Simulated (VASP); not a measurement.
# SiO2 (Quartz): excitons from the Bethe-Salpeter equation, part 2 of 3

Wanted: the lowest vertical excitons of SiO2 (Quartz) and its absorption. The cell has space group P3_121. The start is a cell from a database of measured crystal structures.

VASP 6.6.1, plane waves and PAW; the level of theory is named at each step.

So far. Step 2 (Ground state): The cell has a gap of 5.76 eV on mesh and path and a pressure of -2.8 GPa, which holds the misfit of the given cell and coordinates with this functional, and any error of cutoff, mesh and data sets. Forces of up to 0.075 eV/Å remain in these settings. Step 3 (Empty bands): WAVECAR now holds 264 bands for 48 electrons. Its independent-particle dielectric tensor has xx, yy, zz = 2.6, 2.6, 2.6 on this mesh, which isn't tested for convergence in mesh or bands and lacks local fields.

### Step 4. G0W0

This step: G0W0 on LDA; plane waves and PAW (Si_GW, O_GW) (VASP 6.6.1).

G0W0 keeps orbitals and screening fixed and shifts each of the lowest NBANDSGW levels once. LWAVE keeps the quasiparticle levels in WAVECAR, and the W files hold the screened interaction for the next step.

INCAR

```
SYSTEM = SiO2
PREC = Accurate
ENCUT = 440
ISMEAR = 0
SIGMA = 0.01
LREAL = .FALSE.
GGA = CA
NBANDS = 264
ALGO = EVGW0
NELMGW = 1
ENCUTGW = 100
NOMEGA = 48
PRECFOCK = Fast
NBANDSGW = 32
LWAVE = .TRUE.
LCHARG = .FALSE.
```

POSCAR

```
SiO2
1.0
    4.9158000000      0.0000000000      0.0000000000
   -2.4579000000      4.2572076799      0.0000000000
    0.0000000000      0.0000000000      5.4091000000
Si O
3 6
Direct
    0.5303000000      0.0000000000      0.3333333333
    0.0000000000      0.5303000000      0.6666666667
    0.4697000000      0.4697000000      0.0000000000
    0.1462000000      0.4142000000      0.8810000000
    0.5858000000      0.7320000000      0.2143333333
    0.2680000000      0.8538000000      0.5476666667
    0.4142000000      0.1462000000      0.1190000000
    0.7320000000      0.5858000000      0.7856666667
    0.8538000000      0.2680000000      0.4523333333
```

KPOINTS

```
Automatic mesh
0
Gamma
6 6 4
0 0 0
```

The projector-augmented-wave data sets are Si_GW and O_GW (LDA family, release 64).

Started as:

```
$ mpirun -np 8 vasp_std
```

Output:

```text
[banner, memory and clock lines left out]
running    8 mpi-ranks, on    1 nodes
 distrk:  each k-point on    8 cores,    1 groups
 distr:  one band on    1 cores,    8 groups

 POSCAR found type information on POSCAR SiO
 POSCAR found :  2 types and       9 ions
 [... a notice as in an earlier step ...]

|                                                                             |
|           W    W    AA    RRRRR   N    N  II  N    N   GGGG   !!!           |
|           W    W   A  A   R    R  NN   N  II  NN   N  G    G  !!!           |
|           W    W  A    A  R    R  N N  N  II  N N  N  G       !!!           |
|           W WW W  AAAAAA  RRRRR   N  N N  II  N  N N  G  GGG   !            |
|           WW  WW  A    A  R   R   N   NN  II  N   NN  G    G                |
|           W    W  A    A  R    R  N    N  II  N    N   GGGG   !!!           |
|                                                                             |
|     The default for ENCUTGWSOFT is different in this version of VASP.       |
|     please manually set ENCUTGWSOFT =100 in the INCAR file.                 |
|                                                                             |

 LDA part: xc-table for (Slater(with rela. corr.)+CA(PZ))
 , standard interpolation
 found WAVECAR, reading the header
 POSCAR, INCAR and KPOINTS ok, starting setup
 FFT: planning ... GRIDC
 FFT: planning ... GRID_SOFT
 FFT: planning ... GRID
 reading WAVECAR
 the WAVECAR file was read successfully
 initial charge from wavefunction
 available memory per node:    133.80 GB, setting MAXMEM to    137010

 The Fermi energy was updated, please check that it is located mid-gap
 values below the HOMO (VB) or above the LUMO (CB) will cause erroneous energies
 E-fermi :   3.5353

 calculate exact exchange contribution
 the WAVEDER file was read successfully
energies w=
    0.000    0.000    0.742    0.000    1.481    0.000    2.214    0.000
    2.939    0.000    3.653    0.000    4.356    0.000    5.046    0.000
    5.723    0.000    6.388    0.000    7.041    0.000    7.683    0.000
    8.316    0.000    8.942    0.000    9.562    0.000   10.178    0.000
   10.794    0.000   11.410    0.000   12.031    0.000   12.659    0.000
   13.296    0.000   13.947    0.000   14.616    0.000   15.306    0.000
   16.022    0.000   16.770    0.000   17.557    0.000   18.389    0.000
   19.275    0.000   20.227    0.000   21.256    0.000   22.378    0.000
   23.613    0.000   24.984    0.000   26.524    0.000   28.272    0.000
   30.279    0.000   32.619    0.000   35.390    0.000   38.730    0.000
   42.842    0.000   48.037    0.000   54.808    0.000   63.998    0.000
   77.169    0.000   97.573    0.000  133.299    0.000  211.582    0.000
 responsefunction array rank=     272
 LDA part: xc-table for (Slater(with rela. corr.)+CA(PZ))
 , standard interpolation

 min. memory requirement per mpi rank    527.6 MB, per node   4220.8 MB

 allocating   6 responsefunctions rank=   272
 shmem allocating  48 responsefunctions rank=   272
 response function shared by NCSHMEM nodes    1
 Doing            6  frequencies on each core in blocks of           48
NQ=   1    0.0000    0.0000    0.0000,
|.........|.........|.........|.........|.........|.........|.........|.........
 performed       2064000 updates of chi_q(r,r)
 total number of BLAS operations        975.20 Gflops
NQ=   2    0.1667    0.0000    0.0000,
|.........|.........|.........|.........|.........|.........|.........|.........
 performed       5649000 updates of chi_q(r,r)
 total number of BLAS operations       2810.99 Gflops
NQ=   3    0.3333   -0.0000    0.0000,
|.........|.........|.........|.........|.........|.........|.........|.........
 performed       9234000 updates of chi_q(r,r)
 total number of BLAS operations       4705.29 Gflops
NQ=   4    0.5000    0.0000    0.0000,
|.........|.........|.........|.........|.........|.........|.........|.........
 performed      11906000 updates of chi_q(r,r)
 total number of BLAS operations       6128.50 Gflops
NQ=   5    0.1667    0.1667    0.0000,
|.........|.........|.........|.........|.........|.........|.........|.........
 performed      14950000 updates of chi_q(r,r)
 total number of BLAS operations       7774.89 Gflops
NQ=   6    0.3333    0.1667    0.0000,
|.........|.........|.........|.........|.........|.........|.........|.........
 performed      19041000 updates of chi_q(r,r)
 total number of BLAS operations      10073.72 Gflops
NQ=   7    0.3333    0.3333    0.0000,
|.........|.........|.........|.........|.........|.........|.........|.........
 performed      21274000 updates of chi_q(r,r)
 total number of BLAS operations      11318.96 Gflops
NQ=   8    0.0000    0.0000    0.2500,
|.........|.........|.........|.........|.........|.........|.........|.........
 performed      23710000 updates of chi_q(r,r)
 total number of BLAS operations      12527.28 Gflops
NQ=   9    0.1667    0.0000    0.2500,
|.........|.........|.........|.........|.........|.........|.........|.........
 performed      27295000 updates of chi_q(r,r)
 total number of BLAS operations      14305.48 Gflops
NQ=  10    0.0000    0.1667    0.2500,
|.........|.........|.........|.........|.........|.........|.........|.........
 performed      30880000 updates of chi_q(r,r)
 total number of BLAS operations      16083.68 Gflops
NQ=  11    0.3333   -0.0000    0.2500,
|.........|.........|.........|.........|.........|.........|.........|.........
 performed      34465000 updates of chi_q(r,r)
 total number of BLAS operations      18037.41 Gflops
NQ=  12    0.0000    0.3333    0.2500,
|.........|.........|.........|.........|.........|.........|.........|.........
 performed      38050000 updates of chi_q(r,r)
 total number of BLAS operations      19991.13 Gflops
NQ=  13    0.5000    0.0000    0.2500,
|.........|.........|.........|.........|.........|.........|.........|.........
 performed      41635000 updates of chi_q(r,r)
 total number of BLAS operations      21929.91 Gflops
NQ=  14    0.1667    0.1667    0.2500,
|.........|.........|.........|.........|.........|.........|.........|.........
 performed      45726000 updates of chi_q(r,r)
 total number of BLAS operations      24041.86 Gflops
NQ=  15    0.3333    0.1667    0.2500,
|.........|.........|.........|.........|.........|.........|.........|.........
 performed      49817000 updates of chi_q(r,r)
 total number of BLAS operations      26237.77 Gflops
NQ=  16   -0.1667    0.5000    0.2500,
|.........|.........|.........|.........|.........|.........|.........|.........
 performed      53908000 updates of chi_q(r,r)
 total number of BLAS operations      28433.68 Gflops
NQ=  17    0.3333    0.3333    0.2500,
|.........|.........|.........|.........|.........|.........|.........|.........
 performed      56546000 updates of chi_q(r,r)
 total number of BLAS operations      29806.41 Gflops
NQ=  18    0.0000    0.0000    0.5000,
|.........|.........|.........|.........|.........|.........|.........|.........
 performed      58610000 updates of chi_q(r,r)
 total number of BLAS operations      30822.15 Gflops
NQ=  19    0.1667    0.0000    0.5000,
|.........|.........|.........|.........|.........|.........|.........|.........
 performed      62195000 updates of chi_q(r,r)
 total number of BLAS operations      32701.74 Gflops
NQ=  20    0.3333   -0.0000    0.5000,
|.........|.........|.........|.........|.........|.........|.........|.........
 performed      65780000 updates of chi_q(r,r)
 total number of BLAS operations      34552.07 Gflops
NQ=  21    0.5000    0.0000    0.5000,
|.........|.........|.........|.........|.........|.........|.........|.........
 performed      68452000 updates of chi_q(r,r)
 total number of BLAS operations      35867.09 Gflops
NQ=  22    0.1667    0.1667    0.5000,
|.........|.........|.........|.........|.........|.........|.........|.........
 performed      71496000 updates of chi_q(r,r)
 total number of BLAS operations      37513.48 Gflops
NQ=  23    0.3333    0.1667    0.5000,
|.........|.........|.........|.........|.........|.........|.........|.........
 performed      75587000 updates of chi_q(r,r)
 total number of BLAS operations      39658.81 Gflops
NQ=  24    0.3333    0.3333    0.5000,
|.........|.........|.........|.........|.........|.........|.........|.........
 performed      77820000 updates of chi_q(r,r)
 total number of BLAS operations      40848.10 Gflops
 resolving degeneracies of screened two electron integrals

 calculate QP shifts <psi_nk| G(iteration)W_0 |psi_nk>: iteration 1
 writing wavefunctions
 entering main loop
```

Elapsed: 14 min, on 8 MPI ranks of Intel Xeon Platinum 8559C (Emerald Rapids), shared host; peak memory 4.2 GiB.

From OUTCAR (step 4):

```text
 Found     24 irreducible k-points:

   k-points           NKPTS =     24   k-points in BZ     NKDIM =    144   number of bands    NBANDS=    264

   NELECT =      48.0000    total number of electrons

 E-fermi :   3.5353

 QP shifts <psi_nk| G(iteration)W_0 |psi_nk>: iteration 1
 for sc-GW calculations column KS-energies equals QP-energies in previous step
 and V_xc(KS)=  KS-energies - (<T + V_ion + V_H > + <T+V_H+V_ion>^1  + <V_x>^1)
 k-point   1 :       0.0000    0.0000    0.0000
  band No.  KS-energies  QP-energies   sigma(KS)   V_xc(KS)     V^pw_x(r,r')   Z            occupation Imag(sigma)
    ...
     21      -0.3551      -1.9058     -20.7275     -18.7872     -24.7543       0.7992       2.0000       0.0848
     22      -0.0347      -1.5307     -21.0557     -19.1864     -25.0818       0.8003       2.0000       0.0831
     23       0.3282      -1.1163     -21.1180     -19.3153     -25.0767       0.8013       2.0000       0.0799
     24       0.3282      -1.1163     -21.1180     -19.3153     -25.0767       0.8013       2.0000       0.0799
     25       6.4133       7.9248      -9.5163     -11.2679      -6.3074       0.8629       0.0000      -0.0560
     26       9.6569      11.6002      -8.8048     -11.0850      -5.2245       0.8523       0.0000      -0.0684
     27       9.6569      11.6002      -8.8048     -11.0850      -5.2245       0.8523       0.0000      -0.0684
     28      10.1362      12.1783      -9.6188     -12.0281      -6.0352       0.8476       0.0000      -0.0708
    ...

 k-point   2 :       0.1667    0.0000    0.0000
  band No.  KS-energies  QP-energies   sigma(KS)   V_xc(KS)     V^pw_x(r,r')   Z            occupation Imag(sigma)
    ...
     21      -0.3579      -1.8988     -20.7378     -18.8096     -24.7522       0.7991       2.0000       0.0849
     22      -0.1388      -1.6496     -20.9719     -19.0847     -24.9919       0.8005       2.0000       0.0837
     23       0.3878      -1.0503     -21.2948     -19.5007     -25.2879       0.8016       2.0000       0.0800
     24       0.4232      -1.0033     -21.2780     -19.4995     -25.2598       0.8021       2.0000       0.0796
     25       6.8373       8.4136      -9.8136     -11.6465      -6.6323       0.8600       0.0000      -0.0565
     26       9.6483      11.6249      -8.9552     -11.2750      -5.3357       0.8521       0.0000      -0.0688
     27       9.7114      11.6813      -8.8936     -11.2064      -5.2478       0.8517       0.0000      -0.0694
     28      10.1699      12.2123      -9.4975     -11.9052      -5.9114       0.8483       0.0000      -0.0705
    ...

 k-point   3 :       0.3333   -0.0000    0.0000
  band No.  KS-energies  QP-energies   sigma(KS)   V_xc(KS)     V^pw_x(r,r')   Z            occupation Imag(sigma)
    ...
     21      -0.3856      -1.8997     -20.8528     -18.9601     -24.8507       0.7999       2.0000       0.0848
     22      -0.1841      -1.6992     -20.9721     -19.0773     -24.9935       0.7996       2.0000       0.0842
     23       0.4090      -1.0216     -21.3985     -19.6140     -25.4121       0.8017       2.0000       0.0800
     24       0.5661      -0.8355     -21.4985     -19.7519     -25.5064       0.8025       2.0000       0.0791
     25       7.8362       9.5735     -10.2402     -12.2696      -7.0253       0.8560       0.0000      -0.0602
     26       9.7120      11.7371      -9.7644     -12.1537      -6.1970       0.8475       0.0000      -0.0697
     27       9.8192      11.8415      -9.1355     -11.5113      -5.4488       0.8512       0.0000      -0.0699
     28      10.2944      12.3176      -9.4958     -11.8842      -5.9481       0.8471       0.0000      -0.0707
    ...

[... 8 parts as in an earlier step ...]

[... 5 further parts left out ...]
```

Numbers from this step:

```yaml
quasiparticle_gap_on_the_mesh: 8.654 eV
smallest_direct_quasiparticle_gap_on_the_mesh: 9.041 eV
gap_of_the_starting_orbitals_on_the_mesh: 5.756 eV
```

GW takes the gap from 5.756 to 8.654 eV. The value holds for 264 bands, ENCUTGW = 100 eV and this mesh, and isn't shown to be converged in them.

[end of part 2 of 3]

[Lines on the potential files, build, host, timing and source positions are cut from VASP's logs without a mark.]

[Logs are printed without paths, hosts, clocks, repeated set-up lines and the standing remarks that a program may print on its own settings, such as how far it seeks lower states.]

[Hosts, paths, dates, database ids (printed as entryN), source tags and the programs' standing remarks are cut or masked in the printed files.]

[Pressures printed for these runs are not shown converged in the cutoff: they can be off by several GPa and have the wrong sign.]
